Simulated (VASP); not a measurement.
```cif
data_CaF2
_chemical_formula_sum 'Ca1 F2'
_space_group_name_H-M_alt 'P 1'
_space_group_IT_number 1
_cell_length_a 3.86952
_cell_length_b 3.86952
_cell_length_c 3.86952
_cell_angle_alpha 60.000
_cell_angle_beta 60.000
_cell_angle_gamma 60.000
loop_
_space_group_symop_operation_xyz
  'x, y, z'
loop_
_atom_site_label
_atom_site_type_symbol
_atom_site_fract_x
_atom_site_fract_y
_atom_site_fract_z
_atom_site_occupancy
Ca1 Ca 0.00000 0.00000 0.00000 1
F1 F 0.25000 0.25000 0.25000 1
F2 F 0.75000 0.75000 0.75000 1
```

The numbers are results of MS2 meta-GGA, VASP's PBE PAW potentials (set 64) (plane waves; VASP), not measurements. Settings: 520 eV cut-off, 7×7×7 Γ-centred mesh, Gaussian smearing of 0.050 eV, potentials Ca_sv F.

### Question
Give the energy at these volumes per atom, relative to the lowest: 12.76, 13.17, 13.58, 13.98, 14.39 Å³.

### Answer
17.6, 5.0, 0.0, 2.1, 9.9 meV/atom. A third-order Birch-Murnaghan fit gives B0 = 87.4 GPa and B0′ = 3.5.

Measured: bulk modulus 83.0 GPa (computed value off by +5.3 %), as given by On the Morphology of Group II Metal Fluoride Nanocrystals at Finite Temperature and Partial Pressure of HF, PMC6154342; a 5.466 Å (computed value off by +0.1 %), as given by M. Råsander et al., The Journal of Chemical Physics (2015), arXiv:1505.02379. The calculation is for a static lattice, while the measured bulk modulus, a hold thermal and zero-point effects, which are part of the difference.

The compound is CaF2 in the fluorite structure. It was relaxed first.
